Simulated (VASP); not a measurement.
```
CELL_PARAMETERS angstrom
      2.76439     0.00000     0.00000
     -1.38220     2.39403     0.00000
      0.00000     0.00000     8.89445
ATOMIC_POSITIONS crystal
  Pd 0.00000 0.00000 0.00000
  Pd 0.00000 0.00000 0.50000
  Pd 0.33333 0.66667 0.25000
  Pd 0.66667 0.33333 0.75000
```

Method: LDA (Ceperley-Alder, Perdew-Zunger), VASP's LDA PAW potentials (set 64) (plane waves; VASP). Settings: 300 eV cut-off, 11×11×3 Γ-centred mesh, Gaussian smearing of 0.050 eV, potentials Pd.

At this cut-off the stress carries a Pulay error, which pulls relaxed volumes low. Energy and stress use the plane-wave basis of the starting cell.

Problem. The ions, cell shape and volume are relaxed. Predict the relaxed structure.

Solution. 
```
CELL_PARAMETERS angstrom
      2.71072     0.00000     0.00000
     -1.35536     2.34755     0.00000
      0.00000     0.00000     8.90693
ATOMIC_POSITIONS crystal
  Pd 0.00000 0.00000 0.00000
  Pd 0.00000 0.00000 0.50000
  Pd 0.33333 0.66667 0.25000
  Pd 0.66667 0.33333 0.75000
```
Space group P6_3/mmc (194), at a tolerance of 0.03 Å.

Problem. How do energy and volume change from the first to the last step?

Solution. The energy (σ→0) changes by -15.5 meV/atom and the volume by -3.7 %, in 9 ionic steps.

```csv
step,E(σ→0) (eV),max force (eV/Å),pressure (GPa),volume (Å³)
1,-25.8498,0.000,-7.49,58.86
2,-25.7412,0.000,16.68,53.19
3,-25.9066,0.000,0.07,56.66
4,-25.9067,0.000,0.23,56.62
5,-25.9111,0.000,0.17,56.63
6,-25.9116,0.000,0.16,56.64
7,-25.9116,0.000,0.16,56.64
8,-25.9115,0.000,-0.26,56.75
9,-25.9116,0.000,-0.01,56.68
```

The structure was generated: Pd was put into an ordered model structure, which need not be its known phase. This run relaxes it. Symmetry was kept, so distortions that lower it aren't found. The run is one of a series of settings (EDIFFG = -0.01, IBRION = 2, ISIF = 3, NSW = 50 against the base run), some of them coarse on purpose. VASP warned that the highest band is occupied, so more bands are needed.
